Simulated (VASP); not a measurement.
An input for Quantum ESPRESSO's pw.x (written as the equivalent of a VASP run, and not itself run):

```
&CONTROL
  calculation = 'vc-relax'
  pseudo_dir = './pseudo'
  outdir = './out'
  tprnfor = .true.
  tstress = .true.
  nstep = 60
  forc_conv_thr = 0.00078
/
&SYSTEM
  ibrav = 0
  nat = 4
  ntyp = 3
  ecutwfc = 102
  occupations = 'smearing'
  smearing = 'methfessel-paxton'
  degauss = 0.00735
  input_dft = 'pz'
/
&ELECTRONS
  conv_thr = 7.3e-08
  electron_maxstep = 100
/
&IONS
/
&CELL
/
ATOMIC_SPECIES
  Cd 112.414 Cd.upf
  Hg 200.592 Hg.upf
  Se 78.971 Se.upf
CELL_PARAMETERS angstrom
     4.2811727    0.0000000    0.0000000
     0.0000000    4.2811727    0.0000000
    -0.0000000    0.0000000    6.0387903
ATOMIC_POSITIONS crystal
  Cd   0.5000000  0.5000000  0.5000000
  Hg   0.0000000  0.0000000  1.0000000
  Se   0.0000000  0.5000000  0.2530146
  Se   0.5000000  0.0000000  0.7469854
K_POINTS automatic
  7 7 5 0 0 0
```

Question: Translate this input to VASP (INCAR, KPOINTS, POSCAR, choice of POTCAR).

Answer: This is not unique; one that fits is 
File KPOINTS:
```
Automatic mesh
0
Gamma
7 7 5
0 0 0
```

### INCAR
```
ALGO = Normal
EDIFF = 1E-6
EDIFFG = -0.02
ENCUT = 400
IBRION = 2
ISIF = 3
ISMEAR = 1
LASPH = .TRUE.
LCHARG = .FALSE.
LMAXMIX = 6
LREAL = .FALSE.
LWAVE = .FALSE.
NELM = 100
NSW = 60
PREC = Accurate
SIGMA = 0.1
SYSTEM = CdHgSe2
```

### POSCAR
```
CdHgSe2
1
    4.2811726918     0.0000000000     0.0000000000
    0.0000000000     4.2811726918     0.0000000000
   -0.0000000000     0.0000000000     6.0387902718
Cd Hg Se
1 1 2
Direct
  0.5000000000   0.5000000000   0.5000000000
  0.0000000000   0.0000000000   1.0000000000
  0.0000000000   0.5000000000   0.2530146305
  0.5000000000   0.0000000000   0.7469853695
```

POTCAR, in this order: Cd Hg Se (LDA.64 set). Program: vasp_std.

Limits of the translation: the potentials are each code's own (VASP's PAW set, PseudoDojo norm-conserving files in pw.x), so ENCUT and ecutwfc are chosen apart and not converted; conv_thr bounds pw.x's estimated SCF error, while EDIFF bounds the energy change between steps; forc_conv_thr acts on force components and is met together with etot_conv_thr.

The structure comes from a computed database's CdHgSe2 entry (P-4m2); how it stands against other phases isn't given here. It was relaxed first, which changed the volume by -6 %. The start is the result of an earlier pass.
